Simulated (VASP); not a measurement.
Data:

```
CELL_PARAMETERS angstrom
      0.00000     3.29611     3.29611
      3.29611     0.00000     3.29611
      3.29611     3.29611     0.00000
ATOMIC_POSITIONS crystal
  Na 0.00000 0.00000 0.00000
  I  0.50000 0.50000 0.50000
```

All values below come from HSEsol screened hybrid, VASP's PBE PAW potentials (set 64) (plane waves; VASP). Run with 520 eV cut-off, 6×6×6 Γ-centred mesh, Gaussian smearing of 0.050 eV, potentials Na_pv I.

Problem. Give the stress tensor in GPa (positive for a compressed cell).

Solution. 
```
-1.25   0.00   0.00
 0.00  -1.25   0.00
 0.00   0.00  -1.25
```
The pressure is its mean diagonal, -1.25 GPa.

The compound is NaI in the rock salt structure. This cell is one point of a volume scan, at 1.03 of the reference volume. The cell's shape comes from a PBE relaxation.
